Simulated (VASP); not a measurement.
OSZICAR of a VASP run on Mg32O31:

**OSZICAR**
```
       N       E                     dE             d eps       ncg     rms          rms(c)
DAV:   1    -0.430839102450E+03   -0.43084E+03   -0.77877E+00   632   0.791E+00    0.164E+00
DAV:   2    -0.430903994156E+03   -0.64892E-01   -0.17373E-01   688   0.972E-01    0.105E+00
DAV:   3    -0.430885897551E+03    0.18097E-01   -0.15903E-02   704   0.291E-01    0.667E-01
DAV:   4    -0.430881529396E+03    0.43682E-02   -0.46089E-03   696   0.157E-01    0.432E-01
DAV:   5    -0.430879931439E+03    0.15980E-02   -0.59393E-04   696   0.903E-02    0.252E-01
DAV:   6    -0.430879370041E+03    0.56140E-03   -0.24791E-04   674   0.599E-02    0.142E-01
DAV:   7    -0.430879184753E+03    0.18529E-03   -0.69262E-05   680   0.329E-02    0.821E-02
DAV:   8    -0.430879120798E+03    0.63955E-04   -0.25969E-05   450   0.190E-02    0.491E-02
DAV:   9    -0.430879099273E+03    0.21525E-04   -0.11950E-05   392   0.128E-02    0.295E-02
DAV:  10    -0.430879091918E+03    0.73549E-05   -0.36567E-06   354   0.727E-03
   1 F= -.43087909E+03 E0= -.43087909E+03  d E =-.129238E-18  mag=     3.0000
```

Q: Which electronic solver shows in the log?

A: It is blocked Davidson (ALGO = Normal, or the opening steps of other solvers). The INCAR had ALGO = Normal.

Q: How was spin treated?

A: Collinear spin (ISPIN = 2): the summary line carries one mag value, 3.00 μB in the cell.

Q: Can the final energy be trusted as converged?

A: Self-consistency was reached. It stopped with EDIFF = 1E-5, NELM = 50 (HSE06 screened hybrid, plane waves, VASP's PBE PAW potentials (set 64)).  The cell is charged, with a uniform compensating background. The supercell is sampled at Γ alone, which is coarse: total energies, pressure and levels can be off, energies of defects by several tenths of an eV.

The cell is a supercell with a defect, built from MgO (rock salt): vac_O, charge -1. The cell's shape comes from a PBE relaxation. The total moment is imposed (NUPDOWN), so this need not be the lowest spin state.
